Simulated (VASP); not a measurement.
An input for Ansatz (written as the equivalent of a VASP run, and not itself run):

Ansatz 0.2 input:
```yaml
crystal:
  lattice:
    - [0.0000000, 3.4158825, 3.4158825]
    - [3.4158825, 0.0000000, 3.4158825]
    - [3.4158825, 3.4158825, 0.0000000]
  atoms:
    - { symbol: In, position: [0.0000000, 0.0000000, 0.0000000] }
    - { symbol: Sb, position: [0.2500000, 0.2500000, 0.2500000] }
kpoints:
  mp_grid: { grid: [10, 10, 10] }
hamiltonian:
  xc: pbe
  pseudopotentials: { kind: paw }
scf:
  occupations: { method: methfessel_paxton, width: 0.1 }
  max_iter: 100
output: { forces: true, stress: true, eigenvalues: true }
```

Question: Write the VASP files for the same calculation (PBE).

Answer: One answer among several that fit: 
**KPOINTS**
```
kpoints
0
gamma
  10 10 10
0 0 0
```

INCAR:
```
! general
SYSTEM =InSb
PREC   =Accurate
ENCUT  =480
LREAL  =.FALSE.
LASPH  =.TRUE.

! electronic loop
EDIFF  =1E-7
NELM   =100
ALGO   =Normal
LMAXMIX=4

! smearing
ISMEAR =1
SIGMA  =0.1

! functional
GGA    =PE

! ions
ISIF   =2

! output
LWAVE  =.FALSE.
LCHARG =.FALSE.
```

File POSCAR:
```
InSb
1
    0.0000000000     3.4158824940     3.4158824940
    3.4158824940     0.0000000000     3.4158824940
    3.4158824940     3.4158824940     0.0000000000
In Sb
1 1
Direct
  0.0000000000   0.0000000000   0.0000000000
  0.2500000000   0.2500000000   0.2500000000
```

POTCAR, in this order: In_d Sb (PBE.64 set). Program: vasp_std.

What does not carry over: each code has its own PAW files, so the cut-off isn't converted (ENCUT is set for VASP's; basis.ecutwfc is left out, and Ansatz then takes the one that its files recommend); Ansatz stops its SCF on the density residual and VASP on the energy change (EDIFF).

The compound is InSb in the zinc blende structure. This cell was strained or had an atom moved on purpose.
